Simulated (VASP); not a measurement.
A VASP calculation is set up with these files.

File KPOINTS:
```
Automatic
0
gamma
 5 5 5
0 0 0
```

File POSCAR:
```
Mg2Au
1
    0.0000000000     4.1417540000     4.1417540000
    4.1417540000     0.0000000000     4.1417540000
    4.1417540000     4.1417540000     0.0000000000
Mg Au
4 2
Direct
  0.1117620000   0.1312430000   0.1514300000
  0.6091020000   0.1212380000   0.1244040000
  0.1348360000   0.6232050000   0.1174940000
  0.1334380000   0.1262210000   0.6267940000
  0.7524270000   0.7552050000   0.7376860000
  0.5084340000   0.4928880000   0.4921920000
```

INCAR:
```
# general
SYSTEM  = Mg2Au
PREC    = Accurate
ENCUT   = 300
LREAL   = F   # projection in real space or not
LASPH   = T

# electronic loop
EDIFF   = 1E-6
NELM    = 100   # most electronic steps
ALGO    = Normal   # blocked Davidson
LMAXMIX = 6   # l cut-off of mixed one-centre charges

# smearing
ISMEAR  = 0   # Gaussian
SIGMA   = 0.2   # width (eV)

# functional
GGA     = PE   # PBE

# ions
ISIF    = 2   # forces and stress, cell fixed

# output
LWAVE   = F
LCHARG  = F
```

POTCAR, in this order: Mg Au (PBE.64 set). Program: vasp_std.

Question: Write an equivalent input for Ansatz.

Answer: One equivalent input (not run):
Ansatz 0.2 input:
```yaml
crystal:
  lattice:
    - [0.0000000, 4.1417540, 4.1417540]
    - [4.1417540, 0.0000000, 4.1417540]
    - [4.1417540, 4.1417540, 0.0000000]
  atoms:
    - { symbol: Mg, position: [0.1117620, 0.1312430, 0.1514300] }
    - { symbol: Mg, position: [0.6091020, 0.1212380, 0.1244040] }
    - { symbol: Mg, position: [0.1348360, 0.6232050, 0.1174940] }
    - { symbol: Mg, position: [0.1334380, 0.1262210, 0.6267940] }
    - { symbol: Au, position: [0.7524270, 0.7552050, 0.7376860] }
    - { symbol: Au, position: [0.5084340, 0.4928880, 0.4921920] }
kpoints:
  mp_grid: { grid: [5, 5, 5] }
hamiltonian:
  xc: pbe
  pseudopotentials: { kind: paw }
scf:
  occupations: { method: gaussian, width: 0.2 }
  max_iter: 100
output: { forces: true, stress: true, eigenvalues: true }
```
The two are equivalent in intent, not identical: each code has its own PAW files, so the cut-off isn't converted (ENCUT is set for VASP's; basis.ecutwfc is left out, and Ansatz then takes the one that its files recommend); Ansatz stops its SCF on the density residual and VASP on the energy change (EDIFF).

The structure was generated: Mg2Au was put into an ordered model structure, which need not be its known phase. The cell was not relaxed at this level, atoms are displaced from their ideal sites.
